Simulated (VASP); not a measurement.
```
SnTe
1.0
    0.00000     3.14806     3.14806
    3.14806     0.00000     3.14806
    3.14806     3.14806     0.00000
Sn Te
1 1
Direct
  0.00000   0.00000   0.00000
  0.50000   0.50000   0.50000
```

Calculation: LDA (Ceperley-Alder, Perdew-Zunger), VASP's LDA PAW potentials (set 64) (plane waves; VASP 6.6.1). Run with 520 eV cut-off, 7×7×7 Γ-centred mesh, Gaussian smearing of 0.050 eV, potentials Sn_d Te.

**Question.** Give the stress tensor in GPa (positive for a compressed cell).

**Answer.** 
```
-1.42   0.00   0.00
 0.00  -1.42   0.00
 0.00   0.00  -1.42
```
The pressure is its mean diagonal, -1.42 GPa.

The compound is SnTe in the rock salt structure, which distorts at low temperature. This cell is one point of a volume scan, at 1.03 of the reference volume.
